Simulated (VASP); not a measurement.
OSZICAR of a VASP run on SnO (litharge):

OSZICAR:
```
       N       E                     dE             d eps       ncg     rms          rms(c)
DAV:   1     0.420458740197E+03    0.42046E+03   -0.22934E+04  2896   0.289E+03
DAV:   2     0.291034359463E+02   -0.39136E+03   -0.38442E+03  3088   0.627E+02
DAV:   3    -0.270802098536E+02   -0.56184E+02   -0.55628E+02  3488   0.202E+02
DAV:   4    -0.292078145456E+02   -0.21276E+01   -0.21259E+01  3248   0.434E+01
DAV:   5    -0.292702135452E+02   -0.62399E-01   -0.62390E-01  3896   0.751E+00    0.114E+01
DAV:   6    -0.258321313555E+02    0.34381E+01   -0.22770E+01  4912   0.525E+01    0.481E+00
DAV:   7    -0.257900298160E+02    0.42102E-01   -0.21519E+00  3360   0.993E+00    0.250E+00
DAV:   8    -0.257627031648E+02    0.27327E-01   -0.55835E-01  4344   0.552E+00    0.993E-01
DAV:   9    -0.257387064293E+02    0.23997E-01   -0.14871E-01  4472   0.398E+00    0.227E-01
DAV:  10    -0.257400091951E+02   -0.13028E-02   -0.14410E-02  4072   0.109E+00    0.160E-01
DAV:  11    -0.257393989065E+02    0.61029E-03   -0.31965E-03  4480   0.587E-01    0.241E-02
DAV:  12    -0.257394349688E+02   -0.36062E-04   -0.40543E-04  3040   0.126E-01    0.262E-02
DAV:  13    -0.257394330773E+02    0.18916E-05   -0.34262E-05  4496   0.754E-02    0.716E-03
DAV:  14    -0.257394328502E+02    0.22703E-06   -0.56280E-06  3640   0.306E-02
   1 F= -.23681308E+02 E0= -.23681325E+02  d E =-.236813E+02
       N       E                     dE             d eps       ncg     rms          rms(c)
DAV:   1    -0.279999891736E+02   -0.22606E+01   -0.50432E+01  3680   0.112E+02    0.985E+00
DAV:   2    -0.259503482384E+02    0.20496E+01   -0.69883E+00  3936   0.335E+01    0.325E+00
DAV:   3    -0.256567561682E+02    0.29359E+00   -0.64147E-01  3832   0.206E+01    0.125E+00
DAV:   4    -0.256040872666E+02    0.52669E-01   -0.16210E-01  4080   0.897E+00    0.298E-01
DAV:   5    -0.256025263562E+02    0.15609E-02   -0.44902E-02  3976   0.241E+00    0.137E-01
DAV:   6    -0.256016358990E+02    0.89046E-03   -0.29276E-03  4360   0.617E-01    0.615E-02
DAV:   7    -0.256015959446E+02    0.39954E-04   -0.41804E-04  4680   0.232E-01    0.154E-02
DAV:   8    -0.256016034514E+02   -0.75068E-05   -0.91109E-05  4392   0.871E-02    0.120E-02
DAV:   9    -0.256016025453E+02    0.90609E-06   -0.57759E-06  3256   0.247E-02
   2 F= -.23697889E+02 E0= -.23697857E+02  d E =-.165812E-01
       N       E                     dE             d eps       ncg     rms          rms(c)
DAV:   1    -0.261499930161E+02   -0.54839E+00   -0.10534E+01  3640   0.597E+01    0.415E+00
DAV:   2    -0.257704250708E+02    0.37957E+00   -0.12355E+00  3816   0.138E+01    0.142E+00
DAV:   3    -0.257100499289E+02    0.60375E-01   -0.11778E-01  3512   0.803E+00    0.533E-01
DAV:   4    -0.256995098435E+02    0.10540E-01   -0.32900E-02  3816   0.391E+00    0.116E-01
DAV:   5    -0.256991597786E+02    0.35006E-03   -0.73841E-03  4496   0.977E-01    0.517E-02
DAV:   6    -0.256988877013E+02    0.27208E-03   -0.43020E-04  4144   0.231E-01    0.297E-02
DAV:   7    -0.256988729420E+02    0.14759E-04   -0.36454E-05  4488   0.682E-02    0.147E-02
DAV:   8    -0.256988687196E+02    0.42224E-05   -0.23579E-05  4160   0.768E-02    0.280E-03
DAV:   9    -0.256988692930E+02   -0.57336E-06   -0.66249E-06  2664   0.174E-02
   3 F= -.23728370E+02 E0= -.23728239E+02  d E =-.470629E-01
       N       E                     dE             d eps       ncg     rms          rms(c)
DAV:   1    -0.258401710011E+02   -0.14130E+00   -0.11476E+01  4624   0.311E+01    0.248E+00
DAV:   2    -0.257152767958E+02    0.12489E+00   -0.58621E-01  4208   0.844E+00    0.785E-01
DAV:   3    -0.256960729630E+02    0.19204E-01   -0.43247E-02  3808   0.499E+00    0.322E-01
DAV:   4    -0.256925792933E+02    0.34937E-02   -0.13068E-02  4056   0.222E+00    0.916E-02
DAV:   5    -0.256925026366E+02    0.76657E-04   -0.39670E-03  4256   0.710E-01    0.562E-02
DAV:   6    -0.256924335529E+02    0.69084E-04   -0.39130E-04  4808   0.258E-01    0.277E-02
DAV:   7    -0.256924331743E+02    0.37864E-06   -0.46704E-05  4456   0.759E-02    0.448E-03
DAV:   8    -0.256924335103E+02   -0.33602E-06   -0.66686E-06  3048   0.224E-02
   4 F= -.23759131E+02 E0= -.23759016E+02  d E =-.307604E-01
       N       E                     dE             d eps       ncg     rms          rms(c)
DAV:   1    -0.257873131385E+02   -0.94880E-01   -0.89480E+00  4640   0.278E+01    0.220E+00
DAV:   2    -0.256894436122E+02    0.97870E-01   -0.45117E-01  4144   0.748E+00    0.693E-01
DAV:   3    -0.256743416646E+02    0.15102E-01   -0.34479E-02  3776   0.443E+00    0.280E-01
DAV:   4    -0.256716773369E+02    0.26643E-02   -0.10299E-02  4104   0.195E+00    0.806E-02
DAV:   5    -0.256716098855E+02    0.67451E-04   -0.29686E-03  4208   0.609E-01    0.467E-02
DAV:   6    -0.256715599470E+02    0.49939E-04   -0.27118E-04  4840   0.213E-01    0.232E-02
DAV:   7    -0.256715595052E+02    0.44178E-06   -0.32948E-05  4576   0.658E-02    0.413E-03
DAV:   8    -0.256715597214E+02   -0.21617E-06   -0.49300E-06  2896   0.194E-02
   5 F= -.23770605E+02 E0= -.23770585E+02  d E =-.422343E-01
       N       E                     dE             d eps       ncg     rms          rms(c)
DAV:   1    -0.256725335163E+02   -0.97401E-03   -0.79608E-01  4656   0.867E+00    0.643E-01
DAV:   2    -0.256641794656E+02    0.83541E-02   -0.37671E-02  3992   0.222E+00    0.205E-01
DAV:   3    -0.256628570348E+02    0.13224E-02   -0.30954E-03  3752   0.129E+00    0.816E-02
DAV:   4    -0.256626306865E+02    0.22635E-03   -0.92043E-04  4288   0.563E-01    0.230E-02
DAV:   5    -0.256626236721E+02    0.70145E-05   -0.24204E-04  4096   0.170E-01    0.122E-02
DAV:   6    -0.256626197669E+02    0.39052E-05   -0.19441E-05  4712   0.571E-02    0.580E-03
DAV:   7    -0.256626196108E+02    0.15612E-06   -0.15327E-06  1960   0.187E-02
   6 F= -.23771084E+02 E0= -.23771043E+02  d E =-.427133E-01
       N       E                     dE             d eps       ncg     rms          rms(c)
DAV:   1    -0.256987402083E+02   -0.36120E-01   -0.21050E+00  3320   0.119E+01    0.115E+00
DAV:   2    -0.256821575187E+02    0.16583E-01   -0.85892E-02  3856   0.399E+00    0.696E-01
DAV:   3    -0.256702793449E+02    0.11878E-01   -0.13052E-02  4400   0.206E+00    0.139E-01
DAV:   4    -0.256702729250E+02    0.64199E-05   -0.36024E-03  3832   0.530E-01    0.563E-02
DAV:   5    -0.256702704215E+02    0.25035E-05   -0.19285E-04  3864   0.177E-01    0.106E-02
DAV:   6    -0.256702691840E+02    0.12375E-05   -0.14910E-05  4216   0.585E-02    0.383E-03
DAV:   7    -0.256702691017E+02    0.82335E-07   -0.21168E-06  2088   0.149E-02
   7 F= -.23779539E+02 E0= -.23779475E+02  d E =-.845543E-02
       N       E                     dE             d eps       ncg     rms          rms(c)
DAV:   1    -0.256834964930E+02   -0.13227E-01   -0.88253E-01  3312   0.768E+00    0.747E-01
DAV:   2    -0.256764281003E+02    0.70684E-02   -0.35491E-02  4200   0.265E+00    0.451E-01
DAV:   3    -0.256714184277E+02    0.50097E-02   -0.51787E-03  4408   0.135E+00    0.906E-02
DAV:   4    -0.256714107191E+02    0.77086E-05   -0.16373E-03  4064   0.348E-01    0.331E-02
DAV:   5    -0.256714100271E+02    0.69207E-06   -0.91905E-05  3752   0.123E-01    0.744E-03
DAV:   6    -0.256714086319E+02    0.13951E-05   -0.73708E-06  3576   0.480E-02    0.259E-03
DAV:   7    -0.256714086499E+02   -0.17943E-07   -0.11801E-06  1720   0.122E-02
   8 F= -.23781376E+02 E0= -.23781199E+02  d E =-.102924E-01
       N       E                     dE             d eps       ncg     rms          rms(c)
DAV:   1    -0.257065167231E+02   -0.35108E-01   -0.17455E+00  3504   0.196E+01    0.161E+00
DAV:   2    -0.256585727421E+02    0.47944E-01   -0.22994E-01  3808   0.518E+00    0.611E-01
DAV:   3    -0.256498137064E+02    0.87590E-02   -0.21184E-02  3608   0.312E+00    0.260E-01
DAV:   4    -0.256480570914E+02    0.17566E-02   -0.57604E-03  4352   0.134E+00    0.776E-02
DAV:   5    -0.256480228636E+02    0.34228E-04   -0.18226E-03  4112   0.489E-01    0.428E-02
DAV:   6    -0.256479874887E+02    0.35375E-04   -0.24780E-04  4624   0.161E-01    0.160E-02
DAV:   7    -0.256479887020E+02   -0.12133E-05   -0.20669E-05  4120   0.391E-02    0.508E-03
DAV:   8    -0.256479883154E+02    0.38663E-06   -0.17098E-06  1832   0.160E-02
   9 F= -.23780149E+02 E0= -.23779850E+02  d E =0.122760E-02
       N       E                     dE             d eps       ncg     rms          rms(c)
DAV:   1    -0.256840433597E+02   -0.36055E-01   -0.63012E-01  3496   0.121E+01    0.951E-01
DAV:   2    -0.256671868671E+02    0.16856E-01   -0.82073E-02  3856   0.311E+00    0.360E-01
DAV:   3    -0.256640821988E+02    0.31047E-02   -0.71557E-03  3600   0.175E+00    0.155E-01
DAV:   4    -0.256634399522E+02    0.64225E-03   -0.20234E-03  4328   0.791E-01    0.435E-02
DAV:   5    -0.256634253776E+02    0.14575E-04   -0.61025E-04  4168   0.285E-01    0.240E-02
DAV:   6    -0.256634134216E+02    0.11956E-04   -0.74856E-05  4600   0.896E-02    0.913E-03
DAV:   7    -0.256634137880E+02   -0.36641E-06   -0.62614E-06  3712   0.216E-02
  10 F= -.23782439E+02 E0= -.23782211E+02  d E =-.106254E-02
```

**Question.** Which electronic solver shows in the log?

**Answer.** It is blocked Davidson (ALGO = Normal, or the opening steps of other solvers). The INCAR had ALGO = Normal.

**Question.** Can the final energy be trusted as converged?

**Answer.** The run converged. It stopped with EDIFF = 1E-6, NELM = 100, NSW = 40 and EDIFFG = -0.02 after 10 ionic steps (LDA (Ceperley-Alder, Perdew-Zunger), plane waves, VASP's LDA PAW potentials (set 64)). Energy and stress use the plane-wave basis of the starting cell.

The compound is SnO in the litharge structure. This run relaxes it under an external pressure of 5 GPa. Symmetry was kept, so distortions that lower it aren't found.
